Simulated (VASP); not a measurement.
Given:

```xyz
4
Lattice="0.0000 2.0883 2.0883 2.0883 0.0000 2.0883 7.5558 7.5558 0.7974" Properties=species:S:1:pos:R:3 pbc="T T T"
Pt     0.0000     0.0000     0.0000
Al     1.8232     1.8232     0.2651
Al     3.7779     3.7779     0.3987
Al     7.8209     7.8209     4.7089
```

Calculation: PBEsol GGA, VASP's PBE PAW potentials (set 64) (plane waves; VASP). Settings: 400 eV cut-off, Gaussian smearing of 0.050 eV, potentials Pt Al.

Problem. Give the energies of bands 1 to 12 at the high-symmetry points, in eV from the Fermi level.

Solution. 
```csv
band,Γ,T,H2,L,S0,F
1,-11.23,-10.71,-5.67,-7.06,-5.63,-7.00
2,-8.97,-10.57,-5.53,-6.45,-5.56,-6.59
3,-8.92,-7.01,-5.05,-5.36,-5.05,-5.13
4,-5.67,-6.05,-4.83,-5.28,-4.82,-5.12
5,-3.86,-4.10,-4.71,-3.93,-4.73,-4.21
6,-3.86,-3.86,-3.20,-3.60,-3.14,-4.08
7,-2.72,-3.86,-2.66,-3.39,-2.68,-3.39
8,-2.67,-2.67,-2.62,-2.09,-2.64,-1.86
9,-2.67,-2.67,-1.22,-1.72,-1.39,-1.01
10,0.09,2.30,-1.13,-1.01,-0.95,-0.87
11,7.30,4.93,-0.12,1.20,-0.17,0.83
12,9.60,9.70,1.49,1.84,1.30,1.62
```

It has no gap at this level: it comes out as a metal or semimetal.

The structure was generated: Al3Pt was put into an ordered model structure (R-3m), which need not be its known phase. It was relaxed first. The electron count is odd and the run is not spin-polarised, which forces a metal.
